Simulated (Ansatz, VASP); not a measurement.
# Two plane-wave programs on Al2Cl

Contents of INCAR:

```
PREC = Accurate
ENCUT = 600
EDIFF = 1E-6
ISMEAR = 0
SIGMA = 0.1
LREAL = False
LASPH = True
NELM = 80
ALGO = Normal
ISIF = 3
LWAVE = False
LCHARG = False
GGA = PE
IBRION = 2
NSW = 90
EDIFFG = -0.04
```

The input KPOINTS:

```
regular mesh
0
Gamma
  4 4 4
```

Contents of POSCAR:

```
Al2Cl
1.0
    0.0000000000      3.2739497700      3.2739497700
    3.2739497700      0.0000000000      3.2739497700
    3.2739497700      3.2739497700      0.0000000000
Al Cl
2 1
Direct
    0.2500000000      0.2500000000      0.2500000000
    0.7500000000      0.7500000000      0.7500000000
    0.5000000000      0.5000000000      0.5000000000
```

Input for Ansatz:

```yaml
crystal:
  lattice:
    - [0.0, 3.27394977, 3.27394977]
    - [3.27394977, 0.0, 3.27394977]
    - [3.27394977, 3.27394977, 0.0]
  atoms:
    - { symbol: Al, position: [0.25, 0.25, 0.25] }
    - { symbol: Al, position: [0.75, 0.75, 0.75] }
    - { symbol: Cl, position: [0.5, 0.5, 0.5] }
basis:
  ecutwfc: 420
kpoints:
  mp_grid: { grid: [4, 4, 4] }
hamiltonian:
  xc: pbe
scf:
  occupations: { method: gaussian, width: 0.1 }
  lower_state_search: "off"
output:
  forces: true
  stress: true
  eigenvalues: true
relax:
  adjacent_minimum: "off"
  f_tol: 0.04
  max_steps: 70
  cell: { stress_tol: 0.4 }
```

Alike in both runs: task relaxation of cell and atoms; functional PBE; k mesh 4 × 4 × 4; occupations gaussian, width 0.1 eV; no spin polarisation.

|  | VASP | Ansatz |
| --- | --- | --- |
| version | VASP 6.6.1 | Ansatz 0.2.0 |
| potentials or method | VASP PAW PBE potentials, release 64 (Al, Cl) | scalar-relativistic, plane waves, PAW |
| plane-wave cutoff (eV) | 600 | 420 |
| valence electrons in the cell | 13 | 13 |

```csv
,VASP,Ansatz,Ansatz less VASP
"gap on the k mesh at the Fermi level, each at its own relaxed structure (eV)",none,none,-
relaxed volume (Å³/atom),28.25,28.12,-0.132
relaxed cell length with the largest relative difference (Å),4.931,4.923,-0.0077
energy change over the relaxation (meV/atom),-71,-70,+0.4
```

A gap of «none» marks a metal or a gap that the smearing closes.

Caveats: the k mesh is coarse (spacing up to 0.42 Å⁻¹), so the values aren't converged; the volume moved by over 15 % at a fixed basis, so the end points are rough (VASP); an odd number of electrons without spin polarisation forces a metal; a magnetic or distorted state may lie lower.
